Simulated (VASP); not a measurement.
Consider the following.

```yaml
crystal:
  lattice:
    - [3.87890, 0.00000, 0.00000]
    - [-1.93945, 3.35922, 0.00000]
    - [0.00000, 0.00000, 6.81432]
  atoms:
    - { symbol: Ti, position: [0.00000, 0.00000, 0.00000] }
    - { symbol: Te, position: [0.66667, 0.33333, 0.74983] }
    - { symbol: Te, position: [0.33333, 0.66667, 0.25017] }
```

Computed with PBE GGA, VASP's PBE PAW potentials (set 64) (plane waves; VASP). Numerical set-up: 300 eV cut-off, 8×8×4 Γ-centred mesh, Fermi-Dirac smearing of 0.10 eV, potentials Ti_sv Te.

Task: Give the energies of bands 7 to 15 at the high-symmetry points, in eV from the Fermi level.

Result: 
```tsv
band	Γ	M	K	A	L	H
7	-4.64	-4.54	-3.85	-3.30	-4.62	-3.66
8	-1.68	-3.47	-3.36	-2.17	-4.03	-3.66
9	-1.68	-2.32	-3.36	-1.64	-2.20	-3.54
10	0.24	-2.19	-2.26	-1.64	-1.89	-2.79
11	0.35	-1.74	-2.11	0.35	-1.10	-1.66
12	0.35	-1.04	-2.11	0.35	-0.75	-1.65
13	0.43	0.07	0.85	0.67	-0.13	0.85
14	0.84	1.00	1.25	0.67	1.00	0.97
15	0.84	1.29	1.25	0.90	1.27	0.97
```

It has no gap at this level: it comes out as a metal or semimetal.

The structure comes from a computed database's TiTe2 entry; how it stands against other phases isn't given here. The cell was not relaxed at this level.
